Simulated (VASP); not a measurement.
A run of VASP 6.6.1 is set up as follows.

INCAR

```
SYSTEM = ZnCd2SeS2
ALGO = Fast
EDIFF = 1E-4
EDIFFG = -0.08
ENCUT = 520
GGA = PE
IBRION = 2
ISIF = 3
ISMEAR = 0
LASPH = .True.
LCHARG = .False.
LREAL = .False.
LWAVE = .False.
NELM = 60
NSW = 24
PREC = Normal
SIGMA = 0.15
```

The input KPOINTS:

```
k-points
0
Gamma
  3 3 2
  0 0 0
```

POSCAR

```
ZnCd2SeS2
1.0
    5.4496402600      0.0000000000      0.0000000000
   -2.7248201300      4.7195269100      0.0000000000
    0.0000000000      0.0000000000      6.6481109900
Zn Cd Se S
1 2 1 2
Direct
    0.0000000000      0.0000000000      0.0000000000
    0.3333333300      0.6666666700      0.5000000000
    0.6666666700      0.3333333300      0.5000000000
    0.0000000000      0.0000000000      0.5000000000
    0.3333333300      0.6666666700      0.0000000000
    0.6666666700      0.3333333300      0.0000000000
```

Potentials or basis: VASP PAW PBE potentials, release 64 (Zn, Cd, Se, S).

The run is started by

```sh
$ cat potpaw_PBE.64/Zn/POTCAR potpaw_PBE.64/Cd/POTCAR potpaw_PBE.64/Se/POTCAR potpaw_PBE.64/S/POTCAR > POTCAR
$ mpirun -np 1 vasp_std > vasp.out
```

(1) What does it give for the relaxed cell?

(2) What does it give for the space group after relaxing (to 0.05 Å)?

(3) What does it give for the relaxed volume?

Results:

(1) a = 5.250 Å, b = 5.250 Å, c = 5.174 Å, α = 90.00°, β = 90.00°, γ = 120.00°.

(2) P6/mmm (No. 191).

(3) 20.59 Å³/atom.

Caveat: the k mesh is coarse (spacing up to 0.47 Å⁻¹), so the values aren't converged; the volume moved by over 15 % at a fixed basis, so the end points are rough.
